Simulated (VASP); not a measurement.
All values below come from PBEsol GGA, VASP's PBE PAW potentials (set 64) (plane waves; VASP).

A VASP calculation is set up with these files.

### POSCAR
```
GaSb
1
    0.0000000000     3.0581365061     3.0581365061
    3.0581365061     0.0000000000     3.0581365061
    3.0581365061     3.0581365061     0.0000000000
Ga Sb
1 1
Direct
  0.0000000000   0.0000000000   0.0000000000
  0.2500000000   0.2500000000   0.2500000000
```

INCAR:
```
SYSTEM = GaSb
PREC = Accurate
ENCUT = 500
EDIFF = 1E-6
NELM = 100
ALGO = Normal
LREAL = .FALSE.
LASPH = .TRUE.
ISMEAR = 1
SIGMA = 0.1
GGA = PS
LMAXMIX = 4
LWAVE = .FALSE.
LCHARG = .FALSE.
IBRION = 2
ISIF = 3
NSW = 40
EDIFFG = -0.02
PSTRESS = 50
```

### KPOINTS
```
Automatic mesh
0
Gamma
10 10 10
0 0 0
```

POTCAR, in this order: Ga_d Sb (PBE.64 set). Program: vasp_std.

Energy and stress use the plane-wave basis of the starting cell. Unless said otherwise, spin-orbit coupling is left out, though it shifts the bands of the heavy elements here.

Problem. Estimate the energy per atom (σ→0), volume per atom, band gap (on the k-mesh).

Solution. 
- energy per atom (σ→0) = -4.045 eV/atom
- band gap (on the k-mesh) = 0.52 eV
- volume per atom = 26.39 Å³/atom

OSZICAR:
```
...
DAV:   2    -0.818487607020E+01    0.32664E+00   -0.57403E-01  1537   0.154E+01    0.173E+00
DAV:   3    -0.809966117022E+01    0.85215E-01   -0.12015E-01  1612   0.666E+00    0.333E-01
DAV:   4    -0.809118907854E+01    0.84721E-02   -0.12947E-02  1457   0.202E+00    0.118E-01
DAV:   5    -0.809064004234E+01    0.54904E-03   -0.87870E-04  1483   0.473E-01    0.454E-02
DAV:   6    -0.809055393305E+01    0.86109E-04   -0.24392E-04  1462   0.316E-01    0.169E-02
DAV:   7    -0.809054946530E+01    0.44677E-05   -0.45324E-05  1542   0.136E-01    0.649E-03
DAV:   8    -0.809055009953E+01   -0.63423E-06   -0.43098E-06  1317   0.233E-02
   3 F= -.64436768E+01 E0= -.64436834E+01  d E =-.753480E-01
```

The compound is GaSb in the zinc blende structure. This run relaxes it under an external pressure of 5 GPa. Symmetry was kept, so distortions that lower it aren't found.
